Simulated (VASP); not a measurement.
# LaMg6Mn (Amm2) in VASP: equation of state, part 2 of 2

VASP 6.6.1.

## (4) Equation of state, PBE, collinear spin, ferromagnetic start, 23.93 Å³/atom (volume scaled by 0.98)

Input file INCAR:

```
  PREC = Accurate
  ENCUT = 520
  EDIFF = 1E-7
  ISMEAR = -1
  SIGMA = 0.05
  LREAL = F
  LASPH = T
  NELM = 100
  ALGO = Normal
  ISIF = 2
  LWAVE = F
  LCHARG = F
  ISPIN = 2
  MAGMOM = 0 4 0 0 0 0 0 0
  LORBIT = 11
  LMAXMIX = 6
  GGA = PE
  NBANDS = 32
```

Input file KPOINTS:

```
regular mesh
0
Gamma
  5 5 5
```

Input file POSCAR:

```
LaMg6Mn
1.0
    5.0817776231      0.0000000000      0.0000000000
    0.0000000000      3.2929019873      5.7193684463
    0.0000000000     -3.2929019873      5.7193684463
La Mn Mg
1 1 6
Direct
    0.5000000000      0.6748660000      0.6748660000
    0.0000000000      0.8361220000      0.8361220000
    0.5000000000      0.1625480000      0.1625480000
    0.5000000000      0.1578490000      0.6803110000
    0.5000000000      0.6803110000      0.1578490000
    0.0000000000      0.3333210000      0.3333210000
    0.0000000000      0.3164810000      0.8385030000
    0.0000000000      0.8385030000      0.3164810000
```

Potentials or basis: VASP PAW PBE potentials, release 64 (La, Mn_pv, Mg).

On the command line:

```bash
$ cat potpaw_PBE.64/La/POTCAR potpaw_PBE.64/Mn_pv/POTCAR potpaw_PBE.64/Mg/POTCAR > POTCAR
$ mpirun -np 1 vasp_std > vasp.out
```

OUTCAR:

```text
PREC = Accurate
   ENCUT = 520
   EDIFF = 1E-7
   ISMEAR = -1
   LREAL = F
   LASPH = T
   NELM = 100
   ISIF = 2
   ISPIN = 2
   LORBIT = 11
   GGA = PE

 Found     27 irreducible k-points:

 Following reciprocal coordinates:
            Coordinates               Weight
  0.000000  0.000000  0.000000      1.000000
  0.200000  0.000000  0.000000      2.000000
  0.400000  0.000000  0.000000      2.000000
  0.000000  0.200000 -0.000000      4.000000
  0.200000  0.200000 -0.000000      8.000000
  0.400000  0.200000 -0.000000      8.000000
   k-points           NKPTS =     27   k-points in BZ     NKDIM =     27   number of bands    NBANDS=     32
   number of dos      NEDOS =    301   number of ions     NIONS =      8
   total plane-waves  NPLWV = 100000
   dimension x,y,z NGX =    40 NGY =   50 NGZ =   50
   dimension x,y,z NGXF=    80 NGYF=  100 NGZF=  100
   ions per type =               1   1   6
   NGX,Y,Z   is equivalent  to a cutoff of  13.09, 12.60, 12.60 a.u.
   NGXF,Y,Z  is equivalent  to a cutoff of  26.17, 25.19, 25.19 a.u.
 SYSTEM =  unknown system
   PREC   = accura    normal or accurate (medium, high low for compatibility)
[... 482 lines left out ...]
  energy-cutoff  :      520.00
  volume of cell :      191.41
      direct lattice vectors                 reciprocal lattice vectors
     5.081777623  0.000000000  0.000000000     0.196781535  0.000000000  0.000000000
     0.000000000  3.292901987  5.719368446     0.000000000  0.151841750  0.087422240
     0.000000000 -3.292901987  5.719368446     0.000000000 -0.151841750  0.087422240

 POSITION                                       TOTAL-FORCE (eV/Angst)
 -----------------------------------------------------------------------------------
      2.54089      0.00000      7.71961         0.000000      0.000000      0.051547
      0.00000      0.00000      9.56418         0.000000      0.000000      0.073156
      2.54089      0.00000      1.85934         0.000000      0.000000     -0.002011
      2.54089     -1.72042      4.79375         0.000000     -0.023340      0.057143
      2.54089      1.72042      4.79375         0.000000      0.023340      0.057143
      0.00000      0.00000      3.81277         0.000000      0.000000     -0.031400
      0.00000     -1.71897      6.60578         0.000000     -0.049988     -0.102790
      0.00000      1.71897      6.60578         0.000000      0.049988     -0.102790
 -----------------------------------------------------------------------------------
    total drift:                                0.000000     -0.000000      0.000316

  FREE ENERGIE OF THE ION-ELECTRON SYSTEM (eV)
  ---------------------------------------------------
  free  energy   TOTEN  =       -21.8731457390 eV

  energy  without entropy=      -21.8350393652  energy(sigma->0) =      -21.85409255

 total charge

# of ion       s       p       d       f       tot
--------------------------------------------------
    1        2.045   5.588   0.938   0.076   8.647
    2        0.325   6.134   4.915   0.000  11.374
    3        0.228   0.127   0.012   0.000   0.367
    4        0.221   0.128   0.012   0.000   0.361
    5        0.221   0.128   0.012   0.000   0.361
    6        0.191   0.112   0.011   0.000   0.314
    7        0.226   0.123   0.012   0.000   0.361
    8        0.226   0.123   0.012   0.000   0.361
--------------------------------------------------
tot          3.683  12.464   5.923   0.076  22.146

 magnetization (x)

# of ion       s       p       d       f       tot
--------------------------------------------------
    1       -0.002   0.008  -0.045  -0.003  -0.042
    2        0.055   0.035   3.720   0.000   3.810
    3        0.004   0.004  -0.000   0.000   0.009
    4       -0.004  -0.006   0.000   0.000  -0.010
    5       -0.004  -0.006   0.000   0.000  -0.010
    6       -0.006  -0.003  -0.000   0.000  -0.010
    7       -0.002  -0.005   0.000   0.000  -0.007
    8       -0.002  -0.005   0.000   0.000  -0.007
--------------------------------------------------
tot          0.039   0.023   3.675  -0.003   3.734
```

Run time: 5.7 min. Hardware: 1 thread of Intel Xeon 6975P-C (Granite Rapids), shared host; peak memory 0.56 GiB.

Results:

```
Free energy                                           : -21.8731 eV
Pressure                                              : 0.4 GPa
Largest force                                         : 0.114 eV/Å
Band gap on the k mesh                                : none (metal or under the smearing width)
Net moment                                            : 3.87 μB per cell
Site moments                                          : La -0.04; Mn +3.81; Mg +0.01, -0.01 μB
Valence electrons inside the program's atomic spheres : La 8.65; Mn 11.37; Mg 0.37, 0.36, 0.31
```

## (5) Equation of state, PBE, collinear spin, ferromagnetic start, 24.90 Å³/atom (volume scaled by 1.02)

Input file INCAR:

```
SYSTEM = LaMg6Mn
PREC = Accurate
ENCUT = 520
EDIFF = 1E-7
ISMEAR = -1
SIGMA = 0.05
LREAL = .False.
LASPH = .True.
NELM = 100
ALGO = Normal
ISIF = 2
LWAVE = .False.
LCHARG = .False.
ISPIN = 2
MAGMOM = 0 4 0 0 0 0 0 0
LORBIT = 11
LMAXMIX = 6
GGA = PE
NBANDS = 32
```

Input file KPOINTS:

```
regular mesh
0
Gamma
  5 5 5
  0 0 0
```

Changes to POSCAR since step 4:

```diff
@@ -2,5 +2,5 @@
 1.0
-    5.0817776231      0.0000000000      0.0000000000
-    0.0000000000      3.2929019873      5.7193684463
-    0.0000000000     -3.2929019873      5.7193684463
+    5.1499975437      0.0000000000      0.0000000000
+    0.0000000000      3.3371072888      5.7961476544
+    0.0000000000     -3.3371072888      5.7961476544
 La Mn Mg
```

On the command line:

```bash
$ cat potpaw_PBE.64/La/POTCAR potpaw_PBE.64/Mn_pv/POTCAR potpaw_PBE.64/Mg/POTCAR > POTCAR
$ mpirun -np 1 vasp_std > vasp.out
```

Run time: 5.7 min. Hardware: 1 thread of Intel Xeon 6975P-C (Granite Rapids), shared host; peak memory 0.57 GiB.

It converged, with:

- Free energy: -21.8579 eV
- Pressure: -1.0 GPa
- Largest force: 0.096 eV/Å
- Band gap on the k mesh: none (metal or under the smearing width)
- Net moment: 3.89 μB per cell
- Site moments: La -0.05; Mn +3.87; Mg +0.01, -0.01 μB
- Valence electrons inside the program's atomic spheres: La 8.61; Mn 11.35; Mg 0.36, 0.35, 0.31

## (6) Equation of state, PBE, collinear spin, ferromagnetic start, 25.39 Å³/atom (volume scaled by 1.04)

Input file INCAR:

```
PREC = Accurate
ENCUT = 520
EDIFF = 1E-7
ISMEAR = -1
SIGMA = 0.05
LREAL = False
LASPH = True
NELM = 100
ALGO = Normal
ISIF = 2
LWAVE = False
LCHARG = False
ISPIN = 2
MAGMOM = 0 4 0 0 0 0 0 0
LORBIT = 11
LMAXMIX = 6
GGA = PE
NBANDS = 32
```

Input file KPOINTS:

```
Automatic mesh
0
Gamma
  5 5 5
```

Changes to POSCAR since step 5:

```diff
@@ -2,5 +2,5 @@
 1.0
-    5.1499975437      0.0000000000      0.0000000000
-    0.0000000000      3.3371072888      5.7961476544
-    0.0000000000     -3.3371072888      5.7961476544
+    5.1834400233      0.0000000000      0.0000000000
+    0.0000000000      3.3587774239      5.8337860314
+    0.0000000000     -3.3587774239      5.8337860314
 La Mn Mg
```

Potentials or basis: VASP PAW PBE potentials, release 64 (La, Mn_pv, Mg).

On the command line:

```bash
$ cat potpaw_PBE.64/La/POTCAR potpaw_PBE.64/Mn_pv/POTCAR potpaw_PBE.64/Mg/POTCAR > POTCAR
$ mpirun -np 1 vasp_std > vasp.out
```

Wall time 5.7 min (1 thread of Intel Xeon 6975P-C (Granite Rapids), shared host); peak memory 0.58 GiB.

It converged, with:

* Free energy: -21.8266 eV
* Pressure: -1.6 GPa
* Largest force: 0.087 eV/Å
* Band gap on the k mesh: none (metal or under the smearing width)
* Net moment: 3.90 μB per cell
* Site moments: La -0.06; Mn +3.90; Mg +0.01, -0.01 μB
* Valence electrons inside the program's atomic spheres: La 8.59; Mn 11.34; Mg 0.35, 0.30

## (7) Equation of state, PBE, collinear spin, ferromagnetic start, 25.88 Å³/atom (volume scaled by 1.06)

Input file INCAR:

```
PREC = Accurate
ENCUT = 520
EDIFF = 1E-7
ISMEAR = -1
SIGMA = 0.05
LREAL = F
LASPH = T
NELM = 100
ALGO = Normal
ISIF = 2
LWAVE = F
LCHARG = F
ISPIN = 2
MAGMOM = 0 4 0 0 0 0 0 0
LORBIT = 11
LMAXMIX = 6
GGA = PE
NBANDS = 32
```

Input file KPOINTS:

```
regular mesh
0
Gamma
  5 5 5
```

Changes to POSCAR since step 6:

```diff
@@ -2,5 +2,5 @@
 1.0
-    5.1834400233      0.0000000000      0.0000000000
-    0.0000000000      3.3587774239      5.8337860314
-    0.0000000000     -3.3587774239      5.8337860314
+    5.2164564550      0.0000000000      0.0000000000
+    0.0000000000      3.3801714875      5.8709449061
+    0.0000000000     -3.3801714875      5.8709449061
 La Mn Mg
```

On the command line:

```bash
$ cat potpaw_PBE.64/La/POTCAR potpaw_PBE.64/Mn_pv/POTCAR potpaw_PBE.64/Mg/POTCAR > POTCAR
$ mpirun -np 1 vasp_std > vasp.out
```

Wall time 5.4 min (1 thread of Intel Xeon 6975P-C (Granite Rapids), shared host); peak memory 0.58 GiB.

Results (log left out):

| Property | Result |
| --- | --- |
| Free energy | -21.7815 eV |
| Pressure | -2.1 GPa |
| Largest force | 0.080 eV/Å |
| Band gap on the k mesh | none (metal or under the smearing width) |
| Net moment | 3.92 μB per cell |
| Site moments | La -0.06; Mn +3.92; Mg +0.01, -0.01 μB |
| Valence electrons inside the program's atomic spheres | La 8.58; Mn 11.33; Mg 0.35, 0.34, 0.30 |

## (8) Equation of state, PBE, collinear spin, ferromagnetic start

Potentials or basis: VASP PAW PBE potentials, release 64 (La, Mn_pv, Mg).

No new run: the results of the series are fitted here.

What came out:

```yaml
Equilibrium_volume: 24.19 Å³/atom
Bulk_modulus_at_fixed_shape_and_positions: 36 GPa
Pressure_derivative_of_the_bulk_modulus: 3.8
```

Energy against volume, from the lowest point:
```tsv
volume (Å³/atom)	energy (meV/atom)
22.950	7.43
23.438	2.49
23.927	0.09
24.415	0.00
24.903	2.00
25.392	5.91
25.880	11.54
```

Caveat: the cell was scaled at fixed shape and fractional positions, which overstates the stiffness of a crystal with free parameters, most of all of layers and chains.
